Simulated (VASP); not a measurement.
All values below come from vdW-DF2, VASP's PBE PAW potentials (set 64) (plane waves; VASP).

VASP input:

File KPOINTS:
```
k-points along high-symmetry lines
15
Line-mode
Reciprocal
  0.000000   0.000000   0.000000 ! GAMMA
  0.500000   0.000000   0.500000 ! X

  0.500000   0.000000   0.500000 ! X
  0.625000   0.250000   0.625000 ! U

  0.375000   0.375000   0.750000 ! K
  0.000000   0.000000   0.000000 ! GAMMA

  0.000000   0.000000   0.000000 ! GAMMA
  0.500000   0.500000   0.500000 ! L

  0.500000   0.500000   0.500000 ! L
  0.500000   0.250000   0.750000 ! W

  0.500000   0.250000   0.750000 ! W
  0.500000   0.000000   0.500000 ! X
```

INCAR:
```
SYSTEM = KBr
PREC = Accurate
ENCUT = 520
EDIFF = 1E-7
NELM = 100
ALGO = Normal
LREAL = .FALSE.
LASPH = .TRUE.
ISMEAR = 0
SIGMA = 0.05
GGA = ML
ZAB_VDW = -1.8867
LUSE_VDW = .TRUE.
AGGAC = 0.0
LMAXMIX = 4
LWAVE = .FALSE.
LCHARG = .FALSE.
LORBIT = 11
ICHARG = 11
```

POSCAR:
```
KBr
1
    0.0000000000     3.3421661151     3.3421661151
    3.3421661151     0.0000000000     3.3421661151
    3.3421661151     3.3421661151     0.0000000000
K Br
1 1
Direct
  0.0000000000   0.0000000000   0.0000000000
  0.5000000000   0.5000000000   0.5000000000
```

POTCAR, in this order: K_sv Br (PBE.64 set). Program: vasp_std. Read from the step before: CHGCAR.

Output of the run:

**OSZICAR**
```
       N       E                     dE             d eps       ncg     rms          rms(c)
DAV:   1     0.104802279957E+03    0.10480E+03   -0.70027E+03  2160   0.116E+03
DAV:   2     0.483283507145E+01   -0.99969E+02   -0.93249E+02  2580   0.263E+02
DAV:   3    -0.204172600780E+01   -0.68746E+01   -0.68238E+01  2804   0.634E+01
DAV:   4    -0.235172703086E+01   -0.31000E+00   -0.30963E+00  3792   0.116E+01
DAV:   5    -0.235425644091E+01   -0.25294E-02   -0.25293E-02  2804   0.102E+00
DAV:   6    -0.235433314876E+01   -0.76708E-04   -0.76707E-04  3132   0.117E-01
DAV:   7    -0.235433378731E+01   -0.63856E-06   -0.63853E-06  3048   0.144E-02
DAV:   8    -0.235433379764E+01   -0.10329E-07   -0.10337E-07  2356   0.165E-03
   1 F= -.23543338E+01 E0= -.23543338E+01  d E =-.831128E-19
```

**OUTCAR**
```
 val. band max:       -2.0385519860   @ k =   0.0000   0.0000   0.0000

 cond. band min:       1.9514528907   @ k =   0.0000   0.0000   0.0000



 k-point     1 :       0.0000    0.0000    0.0000
  band No.  band energies     occupation
      1     -30.0573      2.00000
      2     -14.3957      2.00000
      3     -13.5148      2.00000
      4     -13.5148      2.00000
      5     -13.5148      2.00000
      6      -2.0386      2.00000
      7      -2.0386      2.00000
      8      -2.0386      2.00000
      9       1.9515      0.00000
     10       5.2877      0.00000
     11       5.2877      0.00000
     12       5.2877      0.00000

 k-point     2 :       0.0357    0.0000    0.0357
  band No.  band energies     occupation
      1     -30.0572      2.00000
      2     -14.3993      2.00000
      3     -13.5152      2.00000
      4     -13.5152      2.00000
      5     -13.5096      2.00000
      6      -2.0680      2.00000
      7      -2.0431      2.00000
      8      -2.0431      2.00000
      9       1.9974      0.00000
     10       5.2503      0.00000
     11       5.3190      0.00000
     12       5.3190      0.00000

 k-point     3 :       0.0714    0.0000    0.0714
  band No.  band energies     occupation
      1     -30.0570      2.00000
      2     -14.4090      2.00000
      3     -13.5163      2.00000
      4     -13.5163      2.00000
      5     -13.4954      2.00000
      6      -2.1494      2.00000
      7      -2.0565      2.00000
      8      -2.0565      2.00000
      9       2.1280      0.00000
     10       5.1458      0.00000
     11       5.4121      0.00000
     12       5.4121      0.00000

 k-point     4 :       0.1071    0.0000    0.1071
  band No.  band energies     occupation
      1     -30.0566      2.00000
      2     -14.4221      2.00000
      3     -13.5182      2.00000
      4     -13.5182      2.00000
      5     -13.4758      2.00000
      6      -2.2659      2.00000
      7      -2.0774      2.00000
...
```

The density is held fixed in this step, so its total energy and stress have no physical meaning.

The compound is KBr in the rock salt structure. It was relaxed first.
